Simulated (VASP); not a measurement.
Take TiAl (L1_0), from the solid elements, with no thermal terms, in VASP with PAW potentials, and its formation energy.

Problem. One run gives -0.418 eV/atom. Which level is it?
A) r2SCAN
B) SCAN
C) LDA

Solution. C, LDA.  The others give -0.447 (r2SCAN), -0.438 (SCAN).

Only levels that ran to the end are used. Left out are those held back, those with too coarse a band path, GW runs whose mesh misses a band edge, hybrids' fits of cells that aren't cubic and levels without matching references; a question may draw on a part of the rest.
